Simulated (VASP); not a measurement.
Here is the system:

```xyz
5
Lattice="3.9157 0.0000 0.0000 0.0000 3.9157 0.0000 0.0000 0.0000 3.9227" Properties=species:S:1:pos:R:3 pbc="T T T"
Ba     0.0000     0.0000     3.9053
Ti     1.9579     1.9579     1.9711
O      1.9579     1.9579     3.8729
O      0.0000     1.9579     1.9194
O      1.9579     0.0000     1.9194
```

Method: PBEsol GGA, VASP's PBE PAW potentials (set 64) (plane waves; VASP 6.6.1). Numerical set-up: 620 eV cut-off, 6×6×6 Γ-centred mesh, Gaussian smearing of 0.050 eV, potentials Ba_sv Ti_sv O.

Unless said otherwise, spin-orbit coupling is left out, though it shifts the bands of the heavy elements here.

Problem. What does the run give for the energy per atom (σ→0), pressure, band gap (on the k-mesh) with the smallest direct gap where there is one?

Solution. 
| Quantity | Result |
|---|---|
| band gap (on the k-mesh) | 1.83 eV |
| smallest direct gap (on the k-mesh) | 1.95 eV |
| energy per atom (σ→0) | -8.378 eV/atom |
| pressure | 10.10 GPa |

The absolute energy has meaning only against runs of the same code, potentials and settings.

The compound is BaTiO3 in the tetragonal perovskite structure. It was relaxed first under an external pressure of 10 GPa.
